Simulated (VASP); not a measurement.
All values below come from r2SCAN meta-GGA, VASP's PBE PAW potentials (set 64) (plane waves; VASP).

Input for VASP

INCAR:
```
! general
SYSTEM   =  Ge2Pd
PREC     =  Accurate
ENCUT    =  400
LREAL    =  .FALSE.
LASPH    =  .TRUE.

! electronic loop
EDIFF    =  1E-7
NELM     =  100
ALGO     =  Normal
LMAXMIX  =  4
LMIXTAU  =  .TRUE.

! smearing
ISMEAR   =  -5

! functional
METAGGA  =  R2SCAN

! ions
ISIF     =  2

! output
LWAVE    =  .FALSE.
LCHARG   =  .FALSE.
LORBIT   =  11
NEDOS    =  601

! other
LEFG     =  .TRUE.
```

File POSCAR:
```
Ge2Pd
1
    4.5747171573    -0.0000000225    -0.0000000000
   -2.2873580874     3.9618210236     0.0000000000
    0.0000000000     0.0000000000     2.7596048948
Pd Ge
1 2
Direct
  0.0000000000   0.0000000000   0.0000000000
  0.3333330000   0.6666670000   0.5000000000
  0.6666670000   0.3333330000   0.5000000000
```

KPOINTS:
```
Automatic mesh
0
Gamma
9 9 12
0 0 0
```

File KPOINTS_OPT:
```
k-points along high-symmetry lines
6
Line-mode
Reciprocal
  0.000000   0.000000   0.000000 ! GAMMA
  0.500000   0.000000   0.000000 ! M

  0.500000   0.000000   0.000000 ! M
  0.333333   0.333333   0.000000 ! K

  0.333333   0.333333   0.000000 ! K
  0.000000   0.000000   0.000000 ! GAMMA

  0.000000   0.000000   0.000000 ! GAMMA
  0.000000   0.000000   0.500000 ! A

  0.000000   0.000000   0.500000 ! A
  0.500000   0.000000   0.500000 ! L

  0.500000   0.000000   0.500000 ! L
  0.333333   0.333333   0.500000 ! H

  0.333333   0.333333   0.500000 ! H
  0.000000   0.000000   0.500000 ! A

  0.500000   0.000000   0.500000 ! L
  0.500000   0.000000   0.000000 ! M

  0.333333   0.333333   0.500000 ! H
  0.333333   0.333333   0.000000 ! K
```

POTCAR, in this order: Pd Ge_d (PBE.64 set). Program: vasp_std.

Output

OSZICAR:
```
       N       E                     dE             d eps       ncg     rms          rms(c)
DAV:   1     0.229650407427E+03    0.22965E+03   -0.16954E+04  4549   0.391E+03
DAV:   2    -0.194175325590E+02   -0.24907E+03   -0.24453E+03  3913   0.695E+02
DAV:   3    -0.545432824738E+02   -0.35126E+02   -0.34886E+02  4438   0.165E+02
DAV:   4    -0.556697184293E+02   -0.11264E+01   -0.11231E+01  4382   0.336E+01
DAV:   5    -0.556989657370E+02   -0.29247E-01   -0.29269E-01  5152   0.541E+00    0.643E+00
DAV:   6    -0.501367314026E+02    0.55622E+01   -0.59764E+00  3871   0.213E+01    0.597E+00
DAV:   7    -0.499306880905E+02    0.20604E+00   -0.69806E-01  4128   0.656E+00    0.289E+00
DAV:   8    -0.499444538889E+02   -0.13766E-01   -0.49331E-01  4293   0.469E+00    0.866E-01
DAV:   9    -0.499508972122E+02   -0.64433E-02   -0.88675E-02  4232   0.231E+00    0.221E-01
DAV:  10    -0.499538121551E+02   -0.29149E-02   -0.92799E-03  4102   0.646E-01    0.698E-02
DAV:  11    -0.499533926145E+02    0.41954E-03   -0.23555E-03  4081   0.367E-01    0.513E-02
DAV:  12    -0.499544744968E+02   -0.10819E-02   -0.14680E-03  3934   0.338E-01    0.155E-02
DAV:  13    -0.499545475124E+02   -0.73016E-04   -0.53608E-05  4662   0.544E-02    0.739E-03
DAV:  14    -0.499545631036E+02   -0.15591E-04   -0.23706E-05  4624   0.551E-02    0.678E-03
DAV:  15    -0.499545734875E+02   -0.10384E-04   -0.12997E-05  4081   0.228E-02    0.136E-03
DAV:  16    -0.499545762117E+02   -0.27242E-05   -0.21358E-06  3493   0.986E-03    0.995E-04
DAV:  17    -0.499545765106E+02   -0.29893E-06   -0.76669E-07  3514   0.495E-03    0.386E-04
DAV:  18    -0.499545764303E+02    0.80356E-07   -0.39365E-08  2298   0.183E-03
   1 F= -.49954576E+02 E0= -.49954576E+02  d E =0.000000E+00
       N       E                     dE             ncg
```

File OUTCAR:
```
------------------------ aborting loop because EDIFF is reached ----------------------------------------
  FORCE on cell =-STRESS in cart. coord.  units (eV):
  Direction    XX          YY          ZZ          XY          YZ          ZX
  --------------------------------------------------------------------------------------
  Total        0.2064009      0.2064009     -0.4249507      0.0000000      0.0000000     -0.0000000
  in kB        6.6117457      6.6117448    -13.6126650      0.0000008      0.0000000     -0.0000000
  external PRESSURE =      -0.1297248 kB  Pullay stress =       0.0000000 kB
  volume of cell :       50.02
      direct lattice vectors                 reciprocal lattice vectors
     4.574717157 -0.000000022  0.000000000     0.218592750  0.126204564  0.000000000
    -2.287358087  3.961821024  0.000000000     0.000000001  0.252409182  0.000000000
     0.000000000  0.000000000  2.759604895     0.000000000  0.000000000  0.362370715
 POSITION                                       TOTAL-FORCE (eV/Angst)
 -----------------------------------------------------------------------------------
      0.00000      0.00000      0.00000        -0.000000      0.000000      0.000000
     -0.00000      2.64122      1.37980         0.000000      0.000000      0.000000
      2.28736      1.32061      1.37980         0.000000     -0.000000      0.000000
 -----------------------------------------------------------------------------------
    total drift:                                0.000000      0.000000      0.000000
  FREE ENERGIE OF THE ION-ELECTRON SYSTEM (eV)
  ---------------------------------------------------
  free  energy   TOTEN  =       -49.9545764303 eV

  energy  without entropy=      -49.9545764303  energy(sigma->0) =      -49.95457643

 total charge

# of ion       s       p       d       tot
------------------------------------------
    1        0.376   0.335   8.658   9.369
    2        1.193   1.035  10.044  12.272
    3        1.193   1.035  10.044  12.272
--------------------------------------------------
tot          2.762   2.405  28.746  33.912

 Electric field gradients after diagonalization (V/A^2)
 (convention: |V_zz| > |V_xx| > |V_yy|)
----------------------------------------------------------------------
 ion       V_xx      V_yy      V_zz     asymmetry (V_yy - V_xx)/ V_zz
----------------------------------------------------------------------
   1      28.556    28.551   -57.107       0.000
   2     -16.494   -16.490    32.984       0.000
   3     -16.494   -16.490    32.984       0.000
```
(Selected blocks of OUTCAR.)

**OUTCAR**
```
 val. band max:        8.3012584406   @ k =   0.0000   0.0000   0.0833

 cond. band min:       7.9571578062   @ k =   0.3333  -0.0000   0.3333


 Fermi energy:         8.0955320962

 k-point     1 :       0.0000    0.0000    0.0000
  band No.  band energies     occupation
      1     -17.4551      2.00000
      2     -17.3502      2.00000
      3     -17.3327      2.00000
      4     -17.3326      2.00000
      5     -17.2793      2.00000
      6     -17.2793      2.00000
      7     -17.2558      2.00000
      8     -17.2558      2.00000
      9     -17.2209      2.00000
     10     -17.2209      2.00000
     11      -5.3466      2.00000
     12       2.1276      2.00000
     13       2.9210      2.00000
     14       2.9211      2.00000
     15       3.9437      2.00000
     16       6.5891      2.00000
     17       6.5891      2.00000
     18       7.8373      1.97558
     19       7.8374      1.97512
     20       8.3115      0.00000
     21       8.3116      0.00000
     22      11.3703      0.00000
     23      14.1833      0.00000

 k-point     2 :       0.1111   -0.0000    0.0000
  band No.  band energies     occupation
      1     -17.4538      2.00000
      2     -17.3634      2.00000
      3     -17.3414      2.00000
      4     -17.3263      2.00000
      5     -17.2800      2.00000
      6     -17.2781      2.00000
      7     -17.2503      2.00000
      8     -17.2461      2.00000
      9     -17.2223      2.00000
     10     -17.2204      2.00000
     11      -5.2312      2.00000
     12       1.1173      2.00000
     13       2.9524      2.00000
     14       3.8991      2.00000
     15       4.0121      2.00000
     16       6.5746      2.00000
     17       6.5877      2.00000
     18       6.7372      2.00899
     19       6.9983      2.01090
     20       9.0549      0.00000
     21       9.3387      0.00000
     22      12.1764      0.00000
     23      14.3296      0.00000

 k-point     3 :       0.2222   -0.0000    0.0000
...
```

For a metal the tetrahedron method with Blöchl corrections gives inexact stress and forces.

The structure was generated: Ge2Pd was put into the AlB2 type (P6/mmm), which need not be its known phase. It was relaxed first, which changed the volume by -41 %.
